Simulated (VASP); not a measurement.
Data:

```
Fe
1.0
   -1.37864     1.37864     1.37864
    1.37864    -1.37864     1.37864
    1.37864     1.37864    -1.37864
Fe
1
Direct
  0.00000   0.00000   0.00000
```
Starting moments (μB, in the order of the record's atoms Fe): 2.1.

Computed with PBEsol GGA, VASP's PBE PAW potentials (set 64) (plane waves; VASP). Run with 520 eV cut-off, 18×18×18 Γ-centred mesh, first-order Methfessel-Paxton smearing of 0.10 eV, potentials Fe.

Task: Give the stress tensor in GPa (positive for a compressed cell).

Result: 
```
7.99  0.00  0.00
0.00  7.99  0.00
0.00  0.00  7.99
```
The pressure is its mean diagonal, 7.99 GPa.

The compound is Fe in the bcc structure. This cell is one point of a volume scan, at 0.97 of the reference volume.
